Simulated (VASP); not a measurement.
All values below come from PBE GGA with D3 dispersion (Becke-Johnson damping), VASP's PBE PAW potentials (set 64) (plane waves; VASP).

A VASP calculation is set up with these files.

File POSCAR:
```
PtAl2
1
    0.0000000000     2.9983817362     2.9983817362
    2.9983817362     0.0000000000     2.9983817362
    2.9983817362     2.9983817362     0.0000000000
Al Pt
2 1
Direct
  0.2500000000   0.2500000000   0.2500000000
  0.7500000000   0.7500000000   0.7500000000
  0.0000000000   0.0000000000   0.0000000000
```

### INCAR
```
# general
SYSTEM  = PtAl2
PREC    = Accurate
ENCUT   = 520
LREAL   = .FALSE.
LASPH   = .TRUE.

# electronic loop
EDIFF   = 1E-7
NELM    = 100
ALGO    = Normal
LMAXMIX = 6

# smearing
ISMEAR  = 1
SIGMA   = 0.1

# functional
GGA     = PE
IVDW    = 12

# ions
ISIF    = 2

# output
LWAVE   = .FALSE.
LCHARG  = .FALSE.
```

File KPOINTS:
```
Automatic mesh
0
gamma
  9 9 9
```

POTCAR, in this order: Al Pt (PBE.64 set). Program: vasp_std.

Unless said otherwise, spin-orbit coupling is left out, though it shifts the bands of the heavy elements here.

**Question.** Predict the energy per atom (σ→0), dispersion energy, pressure, band gap (on the k-mesh).

**Answer.** 
| Quantity | Value |
|---|---|
| energy per atom (σ→0) | -5.825 eV/atom |
| dispersion energy | -1.225 eV |
| band gap (on the k-mesh) | none (metal, semimetal or under 0.01 eV) |
| pressure | -7.24 GPa |

### OSZICAR
```
...
DAV:   7    -0.162768774947E+02    0.79632E-01   -0.21267E-01   912   0.466E+00    0.159E+00
DAV:   8    -0.162477062643E+02    0.29171E-01   -0.34836E-02   992   0.185E+00    0.255E-01
DAV:   9    -0.162477077586E+02   -0.14944E-05   -0.20085E-03  1004   0.433E-01    0.165E-01
DAV:  10    -0.162478668992E+02   -0.15914E-03   -0.34395E-04   948   0.155E-01    0.185E-02
DAV:  11    -0.162478646176E+02    0.22816E-05   -0.20596E-05  1020   0.473E-02    0.858E-03
DAV:  12    -0.162478668875E+02   -0.22699E-05   -0.61625E-06   908   0.184E-02    0.200E-03
DAV:  13    -0.162478668102E+02    0.77362E-07   -0.48021E-07  1032   0.697E-03
   1 F= -.17473245E+02 E0= -.17473782E+02  d E =0.161362E-02
```

The compound is PtAl2 in the fluorite structure. This cell is one point of a volume scan, at 1.06 of the reference volume.
